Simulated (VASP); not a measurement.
Input of a VASP 6.6.1 run:

File INCAR:

```
SYSTEM = BeCd2S3
ALGO = Normal
EDIFF = 1E-6
ENCUT = 520
GGA = PS
ISIF = 2
ISMEAR = 0
KPAR = 2
LASPH = .True.
LCHARG = .False.
LREAL = .False.
LWAVE = .False.
NELM = 80
PREC = Accurate
SIGMA = 0.03
```

Contents of KPOINTS:

```
k-points
0
Gamma
  4 4 4
  0 0 0
```

File POSCAR:

```
BeCd2S3
1.0
    5.9124600000     -3.4199600000      0.0000000000
    5.9124600000      3.4199600000      0.0000000000
    0.0000000000      0.0000000000      6.3618400000
Be Cd S
2 4 6
Direct
    0.1521890000      0.8478110000      0.0015560000
    0.8478110000      0.1521890000      0.5015560000
    0.8319800000      0.4855370000      0.0046430000
    0.1680200000      0.5144630000      0.5046430000
    0.5144630000      0.1680200000      0.0046430000
    0.4855370000      0.8319800000      0.5046430000
    0.4554730000      0.8360940000      0.9064850000
    0.1639060000      0.5445270000      0.9064850000
    0.8780780000      0.1219220000      0.8414910000
    0.8360940000      0.4554730000      0.4064850000
    0.5445270000      0.1639060000      0.4064850000
    0.1219220000      0.8780780000      0.3414910000
```

Potentials or basis: VASP PAW PBE potentials, release 64 (Be, Cd, S).

Run with:

```sh
$ cat potpaw_PBE.64/Be/POTCAR potpaw_PBE.64/Cd/POTCAR potpaw_PBE.64/S/POTCAR > POTCAR
$ mpirun -np 2 vasp_std > vasp.out
```

Task: Estimate the band gap on the k mesh.

Result: 1.83 eV, direct.

Task: Estimate the largest force.

Result: 0.152 eV/Å.

Task: What does it give for the pressure?

Result: -2.8 GPa.

Forces on the atoms (eV/Å):
```
Be   0.000 -0.004  0.005
Be   0.000  0.004  0.005
Cd   0.008  0.004  0.009
Cd  -0.008 -0.004  0.009
Cd  -0.008  0.004  0.009
Cd   0.008 -0.004  0.009
S    0.113 -0.080 -0.060
S   -0.113 -0.080 -0.060
S    0.000  0.118  0.096
S    0.113  0.080 -0.060
S   -0.113  0.080 -0.060
S    0.000 -0.118  0.096
```

Caveat: the PAW data sets were made with another functional, which shifts forces and pressure a little.
